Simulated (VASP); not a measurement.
OSZICAR of a VASP run on HfN (rock salt):

File OSZICAR:
```
       N       E                     dE             d eps       ncg     rms          rms(c)
DAV:   1     0.438696511313E+02    0.43870E+02   -0.82782E+03  2288   0.128E+03
DAV:   2    -0.191444028803E+02   -0.63014E+02   -0.59558E+02  3155   0.256E+02
DAV:   3    -0.214078657908E+02   -0.22635E+01   -0.22375E+01  2932   0.421E+01
DAV:   4    -0.214272949954E+02   -0.19429E-01   -0.19332E-01  2776   0.382E+00
DAV:   5    -0.214275837357E+02   -0.28874E-03   -0.28855E-03  3018   0.345E-01    0.493E+01
DAV:   6    -0.184979148028E+02    0.29297E+01   -0.15791E+01  2672   0.282E+01    0.413E+01
DAV:   7    -0.184383135450E+02    0.59601E-01   -0.71288E-01  2603   0.762E+00    0.265E+01
DAV:   8    -0.184270922549E+02    0.11221E-01   -0.14180E-01  2685   0.352E+00    0.633E+00
DAV:   9    -0.184157976372E+02    0.11295E-01   -0.65955E-02  2691   0.178E+00    0.157E+00
DAV:  10    -0.184153564697E+02    0.44117E-03   -0.22358E-03  2715   0.440E-01    0.392E-01
DAV:  11    -0.184153590023E+02   -0.25326E-05   -0.29924E-04  2833   0.150E-01    0.655E-02
DAV:  12    -0.184153554245E+02    0.35779E-05   -0.16734E-05  2779   0.394E-02    0.466E-02
DAV:  13    -0.184153551214E+02    0.30308E-06   -0.96983E-07  2777   0.102E-02    0.236E-03
DAV:  14    -0.184153551125E+02    0.89030E-08   -0.30578E-08  1441   0.153E-03
   1 F= -.18415355E+02 E0= -.18415178E+02  d E =-.531518E-03
```

**Question.** Which electronic solver shows in the log?

**Answer.** It is blocked Davidson (ALGO = Normal, or the opening steps of other solvers). The INCAR had ALGO = Normal.

**Question.** Can the final energy be trusted as converged?

**Answer.** The calculation finished and met its thresholds. It stopped with EDIFF = 1E-7, NELM = 100 (optB86b-vdW, plane waves, VASP's PBE PAW potentials (set 64)).

The compound is HfN in the rock salt structure. It was relaxed first. The electron count is odd and the run is not spin-polarised, which forces a metal.
